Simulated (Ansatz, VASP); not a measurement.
# Cross-check of WC (Qusongite) between VASP and Ansatz, part 2 of 2

Aim: how closely do two programs agree when they are given the same cell, functional and k mesh? The cell is taken from a series of runs on this material, whose earlier steps may have relaxed, scaled, displaced or heated it; both programs get it as it stands.

VASP 6.6.1 and Ansatz 0.2.0.

So far: The structure; Ansatz: zone-centre phonons, PBEsol.

### 3. VASP: zone-centre phonons, PBEsol

Level of this step: PBEsol; plane waves and PAW (C, W) (VASP).

The same cell, functional, mesh and smearing now go to VASP, with its own data sets.

Lines of VASP's logs that name or quote its potential files are left out, and so is its time.

Contents of INCAR:

```
SYSTEM = WC
PREC = Accurate
ENCUT = 600
EDIFF = 1E-08
NELM = 120
ISMEAR = 1
SIGMA = 0.2
LREAL = .FALSE.
ALGO = Normal
GGA = PS
NBANDS = 11
LASPH = .TRUE.
LORBIT = 11
LWAVE = .FALSE.
LCHARG = .FALSE.
ISIF = 2
IBRION = 8
GGA_COMPAT = .FALSE.
KPAR = 2
```

Contents of POSCAR:

```
WC
1.0
    2.8344647155      0.0000000000      0.0000000000
   -1.4172323578      2.4547184498      0.0000000000
    0.0000000000      0.0000000000      2.7800669021
C W
1 1
Direct
    0.6666666667      0.3333333333      0.5000000000
    0.0000000000      1.0000000000      0.0000000000
```

Contents of KPOINTS:

```
Automatic mesh
0
Gamma
18 18 16
0 0 0
```

PAW data sets: C and W (PBE family, release 64).

Command:

```console
$ mpirun -np 2 vasp_std
```

Numbers of over 12 decimals in the logs are rounded to 6 here.

Log:

```text
[banner, memory and clock lines left out]
running    2 mpi-ranks, on    1 nodes
 distrk:  each k-point on    1 cores,    2 groups
 distr:  one band on    1 cores,    1 groups

 POSCAR found type information on POSCAR C W
 POSCAR found :  2 types and       2 ions
|                                                                             |
|               ----> ADVICE to this user running VASP <----                  |
|                                                                             |
|     You enforced a specific xc type in the INCAR file but a different       |
|     [... a line on the potential file left out ...]
|     I HOPE YOU KNOW WHAT YOU ARE DOING!                                     |
|                                                                             |

 LDA part: xc-table for (Slater+PW92), standard interpolation
 POSCAR, INCAR and KPOINTS ok, starting setup
 FFT: planning ... GRIDC
 FFT: planning ... GRID_SOFT
 FFT: planning ... GRID
 WAVECAR not read
 entering main loop
       N       E                     dE             d eps       ncg     rms          rms(c)
DAV:   1     0.299782321508E+02    0.29978E+02   -0.55728E+03  7326   0.939E+02
DAV:   2    -0.246653219225E+02   -0.54644E+02   -0.51920E+02  8288   0.219E+02
DAV:   3    -0.268205226825E+02   -0.21552E+01   -0.21320E+01  9070   0.368E+01
DAV:   4    -0.268345869376E+02   -0.14064E-01   -0.14059E-01  8023   0.343E+00
DAV:   5    -0.268346448406E+02   -0.57903E-04   -0.57901E-04  8990   0.217E-01    0.391E+01
DAV:   6    -0.239955487252E+02    0.28391E+01   -0.11746E+01  8679   0.215E+01    0.140E+01
DAV:   7    -0.239218917246E+02    0.73657E-01   -0.52982E-01  7580   0.599E+00    0.914E+00
DAV:   8    -0.238816803651E+02    0.40211E-01   -0.73142E-02  8002   0.196E+00    0.184E+00
DAV:   9    -0.238770396077E+02    0.46408E-02   -0.12905E-02  7986   0.741E-01    0.172E-01
DAV:  10    -0.238770131930E+02    0.26415E-04   -0.73951E-04  8677   0.220E-01    0.136E-01
DAV:  11    -0.238770023733E+02    0.10820E-04   -0.75118E-05  8879   0.636E-02    0.100E-02
DAV:  12    -0.238770006357E+02    0.17377E-05   -0.34216E-06  8187   0.131E-02    0.756E-03
DAV:  13    -0.238770006600E+02   -0.24291E-07   -0.25325E-07  8337   0.431E-03    0.786E-04
DAV:  14    -0.238770006426E+02    0.17351E-07   -0.49065E-09  4674   0.580E-04    0.174E-03
DAV:  15    -0.238770006749E+02   -0.32275E-07   -0.16232E-09  3915   0.403E-04    0.302E-04
DAV:  16    -0.238770006729E+02    0.19618E-08   -0.12815E-10  3819   0.131E-04
   1 F= -.23877001E+02 E0= -.23876983E+02  d E =-.536790E-04
 Linear response reoptimize wavefunctions to high precision
DAV:   1    -0.238770006741E+02   -0.11973E-08   -0.34779E-11  4203   0.445E-05
DAV:   2    -0.238770006741E+02   -0.31832E-11   -0.31110E-12  3774   0.199E-05
 Linear response DOF=           4
 Linear response progress:
  Degree of freedom:   1/  4
       N       E                     dE             d eps       ncg     rms          rms(c)
RMM:   1    -0.118542727468E+00   -0.11854E+00    0.53581E-02 77325   0.208E+00
RMM:   2    -0.117190836606E+00    0.13519E-02   -0.21394E-03 50625   0.445E-01    0.231E-01
RMM:   3    -0.117445211196E+00   -0.25437E-03   -0.48972E-04 47985   0.152E-01    0.123E-01
RMM:   4    -0.118273214096E+00   -0.82800E-03   -0.36930E-04 48123   0.125E-01    0.279E-02
RMM:   5    -0.118235227357E+00    0.37987E-04   -0.53175E-06 52744   0.213E-02    0.151E-03
RMM:   6    -0.118253203565E+00   -0.17976E-04   -0.37352E-07 52749   0.295E-03    0.584E-04
RMM:   7    -0.118249263256E+00    0.39403E-05    0.16288E-08 53409   0.479E-04    0.907E-05
RMM:   8    -0.118249498094E+00   -0.23484E-06    0.86372E-08 54386   0.904E-05    0.414E-05
RMM:   9    -0.118249336522E+00    0.16157E-06    0.30728E-08 55954   0.227E-05    0.363E-06
RMM:  10    -0.118249321422E+00    0.15100E-07    0.25223E-09 51272   0.568E-06    0.162E-06
RMM:  11    -0.118249313986E+00    0.74356E-08   -0.12407E-09 44106   0.400E-06    0.239E-07
 first order change of Fermi-energy   0.56682E-05
 force on displaced ion       1 direction 1 : -19.648   0.002   0.000
 Linear response progress:
  Degree of freedom:   2/  4
       N       E                     dE             d eps       ncg     rms          rms(c)
RMM:   1    -0.123010830748E+00   -0.12301E+00    0.67294E-02 27240   0.218E+00
RMM:   2    -0.122407151452E+00    0.60368E-03   -0.22559E-03 17926   0.468E-01    0.202E-01
RMM:   3    -0.122494174869E+00   -0.87023E-04   -0.85646E-04 16932   0.195E-01    0.979E-02
RMM:   4    -0.123450370794E+00   -0.95620E-03   -0.61828E-04 17305   0.152E-01    0.225E-02
RMM:   5    -0.123443388061E+00    0.69827E-05   -0.13189E-05 18423   0.268E-02    0.330E-03
RMM:   6    -0.123483731675E+00   -0.40344E-04   -0.97839E-07 17927   0.662E-03    0.474E-04
RMM:   7    -0.123483406062E+00    0.32561E-06   -0.64552E-08 18929   0.114E-03    0.137E-04
RMM:   8    -0.123482780667E+00    0.62540E-06   -0.85325E-09 18957   0.137E-04    0.583E-05
RMM:   9    -0.123482525810E+00    0.25486E-06    0.83281E-10 19301   0.443E-05    0.124E-05
RMM:  10    -0.123482441865E+00    0.83945E-07    0.75013E-10 19510   0.195E-05    0.119E-06
RMM:  11    -0.123482432259E+00    0.96057E-08   -0.14845E-09 18615   0.679E-06    0.703E-07
 first order change of Fermi-energy   0.25078E-03
 force on displaced ion       1 direction 3 :  -0.000   0.000 -19.536
 Linear response progress:
  Degree of freedom:   3/  4
       N       E                     dE             d eps       ncg     rms          rms(c)
RMM:   1    -0.110108447318E+00   -0.11011E+00   -0.84765E-02 65500   0.199E+00
RMM:   2    -0.107130103970E+00    0.29783E-02   -0.19770E-03 49654   0.364E-01    0.224E-01
RMM:   3    -0.106187335766E+00    0.94277E-03   -0.32929E-04 52081   0.114E-01    0.132E-01
RMM:   4    -0.105773295676E+00    0.41404E-03   -0.52835E-04 52316   0.143E-01    0.208E-02
RMM:   5    -0.105789989537E+00   -0.16694E-04    0.19451E-06 54197   0.167E-02    0.401E-03
RMM:   6    -0.105792638178E+00   -0.26486E-05   -0.18709E-07 54007   0.222E-03    0.141E-03
RMM:   7    -0.105792509425E+00    0.12875E-06    0.72398E-08 53737   0.980E-04    0.109E-04
RMM:   8    -0.105791701684E+00    0.80774E-06    0.22398E-07 55472   0.198E-04    0.223E-05
RMM:   9    -0.105791715233E+00   -0.13548E-07    0.68797E-08 56574   0.358E-05    0.533E-06
RMM:  10    -0.105791702145E+00    0.13088E-07   -0.15328E-10 55388   0.851E-06    0.182E-06
RMM:  11    -0.105791700159E+00    0.19864E-08    0.35771E-10 44567   0.481E-06    0.480E-07
 first order change of Fermi-energy  -0.58769E-04
 force on displaced ion       2 direction 1 : -19.650   0.002   0.000
 Linear response progress:
  Degree of freedom:   4/  4
       N       E                     dE             d eps       ncg     rms          rms(c)
RMM:   1    -0.115713765653E+00   -0.11571E+00   -0.90680E-02 23995   0.203E+00
RMM:   2    -0.112044891876E+00    0.36689E-02   -0.22900E-03 17481   0.413E-01    0.181E-01
RMM:   3    -0.111404884122E+00    0.64001E-03   -0.22931E-04 18334   0.105E-01    0.101E-01
RMM:   4    -0.111319588133E+00    0.85296E-04   -0.37415E-04 18249   0.130E-01    0.147E-02
RMM:   5    -0.111332597126E+00   -0.13009E-04   -0.23723E-06 19153   0.139E-02    0.494E-03
RMM:   6    -0.111345515538E+00   -0.12918E-04    0.12977E-07 19059   0.210E-03    0.114E-03
RMM:   7    -0.111346273266E+00   -0.75773E-06    0.14072E-08 18756   0.710E-04    0.220E-04
RMM:   8    -0.111345997844E+00    0.27542E-06   -0.77379E-09 19504   0.152E-04    0.525E-05
RMM:   9    -0.111345637496E+00    0.36035E-06   -0.23484E-09 19695   0.554E-05    0.478E-06
RMM:  10    -0.111345614217E+00    0.23279E-07   -0.26393E-09 19912   0.136E-05    0.139E-06
RMM:  11    -0.111345614316E+00   -0.99146E-10   -0.12136E-09 16573   0.546E-06    0.311E-07
 first order change of Fermi-energy  -0.53038E-03
 force on displaced ion       2 direction 3 :  -0.000  -0.000 -19.535
 Linear response finished
```

From OUTCAR (step 3):

```text
ion  position               nearest neighbor table
   1  0.667  0.333  0.500-   2 2.15   2 2.15   2 2.15   2 2.15   2 2.15   2 2.15
   2  0.000  0.000  0.000-   1 2.15   1 2.15   1 2.15   1 2.15   1 2.15   1 2.15

  LATTYP: Found a hexagonal cell.
 ALAT       =     2.8344647155
 C/A-ratio  =     0.9808084352

 Subroutine GETGRP returns: Found 12 space group operations
 (whereof 12 operations were pure point group operations)

The static configuration has the point symmetry D_3h.

 Found    333 irreducible k-points:

   k-points           NKPTS =    333   k-points in BZ     NKDIM =    333   number of bands    NBANDS=     11

   dimension x,y,z NGX =    24 NGY =   24 NGZ =   24
   dimension x,y,z NGXF=    48 NGYF=   48 NGZF=   48

   ENCUT  =  600.0 eV  44.10 Ry    6.64 a.u.   5.66  5.66  5.55*2*pi/ulx,y,z

   NELECT =      10.0000    total number of electrons

 k-points in reciprocal lattice and weights: Automatic mesh
   0.00000000  0.00000000  0.00000000       0.000
   0.05555556 -0.00000000  0.00000000       0.001
   0.11111111 -0.00000000  0.00000000       0.001
   0.16666667 -0.00000000  0.00000000       0.001
   0.22222222 -0.00000000  0.00000000       0.001
   0.27777778 -0.00000000  0.00000000       0.001
   0.33333333 -0.00000000  0.00000000       0.001
   0.38888889  0.00000000  0.00000000       0.001
   0.44444444 -0.00000000  0.00000000       0.001
[...]
0.33333333  0.27777778  0.50000000       0.002
   0.33333333  0.33333333  0.50000000       0.000

 average (electrostatic) potential at core
       1 -45.4047       2 -35.9667

  Total        3.4837259      3.4837259      3.5898644     -0.0000000      0.0000000     -0.0000000
  in kB      288.5536478    288.5536478    297.3449961     -0.0000000      0.0000000     -0.0000000
  external PRESSURE =     291.4840972 kB  Pullay stress =       0.0000000 kB

  energy-cutoff  :      600.00
  volume of cell :       19.34
      direct lattice vectors                 reciprocal lattice vectors
     2.834464715  0.000000000  0.000000000     0.352800299  0.203689348  0.000000000
    -1.417232358  2.454718450  0.000000000     0.000000000  0.407378696  0.000000000
     0.000000000  0.000000000  2.780066902     0.000000000  0.000000000  0.359703574

 POSITION                                       TOTAL-FORCE (eV/Angst)
 -----------------------------------------------------------------------------------
      1.41723      0.81824      1.39003         0.000000      0.000000      0.000000
      0.00000      0.00000      0.00000        -0.000000      0.000000      0.000000
 -----------------------------------------------------------------------------------
    total drift:                               -0.000000      0.000000      0.000000

 Eigenvectors and eigenvalues of the dynamical matrix
 ----------------------------------------------------

   1 f  =   20.637629 THz   129.670044 2PiTHz  688.397189 cm-1    85.350335 meV
             X         Y         Z           dx          dy          dz
      1.417232  0.818239  1.390033     0.387553   -0.887959    0.000000
      0.000000  0.000000  0.000000    -0.099064    0.226975    0.000000

   2 f  =   20.637629 THz   129.670044 2PiTHz  688.397189 cm-1    85.350335 meV
             X         Y         Z           dx          dy          dz
      1.417232  0.818239  1.390033     0.887959    0.387553   -0.000000
      0.000000  0.000000  0.000000    -0.226975   -0.099064    0.000000

   3 f  =   20.578861 THz   129.300797 2PiTHz  686.436913 cm-1    85.107292 meV
             X         Y         Z           dx          dy          dz
      1.417232  0.818239  1.390033     0.000000    0.000000    0.968854
      0.000000  0.000000  0.000000     0.000000   -0.000000   -0.247631

   4 f/i=    0.000124 THz     0.000782 2PiTHz    0.004151 cm-1     0.000515 meV
             X         Y         Z           dx          dy          dz
      1.417232  0.818239  1.390033    -0.000000    0.000000   -0.247631
      0.000000  0.000000  0.000000    -0.000000    0.000000   -0.968854

   5 f/i=    0.000320 THz     0.002013 2PiTHz    0.010684 cm-1     0.001325 meV
             X         Y         Z           dx          dy          dz
      1.417232  0.818239  1.390033     0.017723   -0.247017   -0.000000
      0.000000  0.000000  0.000000     0.069334   -0.966365   -0.000000

   6 f/i=    0.000320 THz     0.002013 2PiTHz    0.010684 cm-1     0.001325 meV
             X         Y         Z           dx          dy          dz
      1.417232  0.818239  1.390033    -0.247017   -0.017723   -0.000000
      0.000000  0.000000  0.000000    -0.966365   -0.069334   -0.000000

 ELASTIC MODULI CONTR FROM IONIC RELAXATION (kBar)
 Direction    XX          YY          ZZ          XY          YZ          ZX
 --------------------------------------------------------------------------------
 XX        -326.2483    326.2483     -0.0000      0.0000      0.0000      0.0000
 YY         326.2483   -326.2483      0.0000      0.0000      0.0000     -0.0000
 ZZ          -0.0000      0.0000     -0.0000      0.0000      0.0000      0.0000
 XY           0.0000      0.0000      0.0000   -326.2483      0.0000     -0.0000
 YZ           0.0000      0.0000      0.0000      0.0000      0.0000      0.0000
 ZX           0.0000     -0.0000      0.0000     -0.0000      0.0000     -0.0000
 --------------------------------------------------------------------------------
```

Energies printed during the response cycles are not total energies of the cell. The data set W keeps the semicore shell frozen, which is cheaper and a little less accurate.

### 4. Side by side

Known differences besides the potentials themselves: the data sets hold 18 valence electrons in Ansatz (on its PAW soft_1 files) and 10 in VASP; the cutoff is 420 eV in Ansatz and 600 eV in VASP; Ansatz makes its cores anew for this functional, VASP keeps those of its PBE data sets. Total energies have different zeros and are not compared.

Compared:

```csv
quantity,Ansatz,VASP,difference
optical mode 1 (cm⁻¹),674.5,686.4,-1.75 %
optical mode 2 to 3 (cm⁻¹),679.1,688.4,-1.34 %
```

Modes are paired by rising frequency, not by their patterns, so a pair may set unlike modes beside each other; they are those without the splitting of longitudinal modes.

### 5. Outcome

```
r.m.s. difference of the optical zone-centre modes, each program's sorted by frequency (zone-centre phonons, PBEsol) : 10 cm⁻¹
difference in optical mode 1 (zone-centre phonons, PBEsol)                                                           : -1.7 %
```

In words: The r.m.s. difference of the optical zone-centre modes, each program's sorted by frequency is 10 cm⁻¹ (zone-centre phonons, PBEsol). The data sets hold unlike numbers of valence electrons (18 in Ansatz and 10 in VASP), so part of the differences comes from the potentials. Among the rows given in per cent, the largest difference of the zone-centre phonons, PBEsol pair is in optical mode 1, -1.7 %. Such differences can come from data sets, numerical settings and the points named under the comparisons, not from the functional's error against experiment.

[Lines on the potential files, build, host, timing and source positions are cut from VASP's logs without a mark.]

[Logs are printed without paths, hosts, clocks, repeated set-up lines and the standing remarks that a program may print on its own settings, such as how far it seeks lower states.]

[Hosts, paths, dates, database ids (printed as entryN), source tags and the programs' standing remarks are cut or masked in the printed files.]
